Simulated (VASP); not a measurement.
```
CELL_PARAMETERS angstrom
      0.00000     3.22056     3.22056
      3.22056     0.00000     3.22056
      3.22056     3.22056     0.00000
ATOMIC_POSITIONS crystal
  Ba 0.00000 0.00000 0.00000
  S  0.50000 0.50000 0.50000
```

These are revTPSS meta-GGA, VASP's PBE PAW potentials (set 64) (plane waves; VASP) values and carry that method's errors. Run with 520 eV cut-off, 7×7×7 Γ-centred mesh, Gaussian smearing of 0.050 eV, potentials Ba_sv S.

### Question
The job: BaS (rock salt), 2 atoms, revTPSS, static run, 520 eV, 7×7×7 Γ-centred mesh. Roughly how much core time does it take on a busy server core?

### Answer
About 3 core-minutes (one run on a shared machine, a rough figure). It had 20 irreducible k-points, 12 bands, up to 1823 plane waves and 19 electronic steps.

The compound is BaS in the rock salt structure. It was relaxed first.
